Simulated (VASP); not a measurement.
These are PBE GGA, VASP's PBE PAW potentials (set 64) (plane waves; VASP) values and carry that method's errors.

Input for VASP

**KPOINTS**
```
Automatic
0
gamma
 9 9 9
```

**POSCAR**
```
NiSi2
1
    0.0000000000     2.7591000000     2.7591000000
    2.7591000000     0.0000000000     2.7591000000
    2.7591000000     2.7591000000     0.0000000000
Si Ni
2 1
Direct
  0.2500000000   0.2500000000   0.2500000000
  0.7500000000   0.7500000000   0.7500000000
  0.0000000000   0.0000000000   0.0000000000
```

### INCAR
```
SYSTEM  =  NiSi2
PREC  =  Accurate; ENCUT  =  400; LREAL  =  .FALSE.
LASPH  =  .TRUE.
EDIFF  =  1E-6; NELM  =  100; ALGO  =  Normal
LMAXMIX  =  4
ISMEAR  =  -5
GGA  =  PE
ISIF  =  2
LWAVE  =  .FALSE.; LCHARG  =  .FALSE.
```

POTCAR, in this order: Si Ni (PBE.64 set). Program: vasp_std.

The resulting files:

OSZICAR:
```
       N       E                     dE             d eps       ncg     rms          rms(c)
DAV:   1     0.600253541676E+02    0.60025E+02   -0.66454E+03   918   0.112E+03
DAV:   2    -0.161083982052E+02   -0.76134E+02   -0.71845E+02   960   0.222E+02
DAV:   3    -0.192372924150E+02   -0.31289E+01   -0.30669E+01  1135   0.520E+01
DAV:   4    -0.193015965751E+02   -0.64304E-01   -0.64507E-01  1071   0.725E+00
DAV:   5    -0.193034224815E+02   -0.18259E-02   -0.18296E-02  1156   0.127E+00    0.159E+01
DAV:   6    -0.246105604147E+02   -0.53071E+01   -0.55286E+01   988   0.184E+02    0.262E+01
DAV:   7    -0.175120285061E+02    0.70985E+01   -0.16186E+01  1095   0.113E+02    0.429E+00
DAV:   8    -0.173732996640E+02    0.13873E+00   -0.24103E+00  1305   0.270E+01    0.244E+00
DAV:   9    -0.173451935715E+02    0.28106E-01   -0.27960E-01  1151   0.100E+01    0.650E-01
DAV:  10    -0.173417675153E+02    0.34261E-02   -0.10916E-02  1201   0.231E+00    0.276E-01
DAV:  11    -0.173419037181E+02   -0.13620E-03   -0.12111E-03  1051   0.273E-01    0.435E-02
DAV:  12    -0.173419956032E+02   -0.91885E-04   -0.50843E-05  1175   0.103E-01    0.250E-02
DAV:  13    -0.173419327787E+02    0.62825E-04   -0.26718E-05  1102   0.106E-01    0.897E-03
DAV:  14    -0.173419191307E+02    0.13648E-04   -0.29847E-06  1011   0.236E-02    0.594E-03
DAV:  15    -0.173419332249E+02   -0.14094E-04   -0.11539E-06   628   0.287E-02    0.982E-04
DAV:  16    -0.173419334677E+02   -0.24280E-06   -0.26562E-07   560   0.423E-03
   1 F= -.17341933E+02 E0= -.17341933E+02  d E =0.000000E+00
```

### OUTCAR
```
------------------------ aborting loop because EDIFF is reached ----------------------------------------
  FORCE on cell =-STRESS in cart. coord.  units (eV):
  Direction    XX          YY          ZZ          XY          YZ          ZX
  --------------------------------------------------------------------------------------
  Total       -1.5408113     -1.5408113     -1.5408113      0.0000000      0.0000000     -0.0000000
  in kB      -58.7662133    -58.7662133    -58.7662133      0.0000000      0.0000000     -0.0000000
  external PRESSURE =     -58.7662133 kB  Pullay stress =       0.0000000 kB
  volume of cell :       42.01
      direct lattice vectors                 reciprocal lattice vectors
     0.000000000  2.759100000  2.759100000    -0.181218513  0.181218513  0.181218513
     2.759100000  0.000000000  2.759100000     0.181218513 -0.181218513  0.181218513
     2.759100000  2.759100000  0.000000000     0.181218513  0.181218513 -0.181218513
 POSITION                                       TOTAL-FORCE (eV/Angst)
 -----------------------------------------------------------------------------------
      1.37955      1.37955      1.37955        -0.000000     -0.000000     -0.000000
      4.13865      4.13865      4.13865         0.000000      0.000000      0.000000
      0.00000      0.00000      0.00000        -0.000000     -0.000000     -0.000000
 -----------------------------------------------------------------------------------
    total drift:                               -0.000000     -0.000000      0.000000
  FREE ENERGIE OF THE ION-ELECTRON SYSTEM (eV)
  ---------------------------------------------------
  free  energy   TOTEN  =       -17.3419334677 eV

  energy  without entropy=      -17.3419334677  energy(sigma->0) =      -17.34193347
```
(Selected blocks of OUTCAR.)

For a metal the tetrahedron method with Blöchl corrections gives inexact stress and forces.

The compound is NiSi2 in the fluorite structure. The cell was not relaxed at this level. The run is one of a series of settings (ISMEAR = -5, SIGMA removed against the base run), some of them coarse on purpose. The run is not spin-polarised, so no magnetic state was tried.
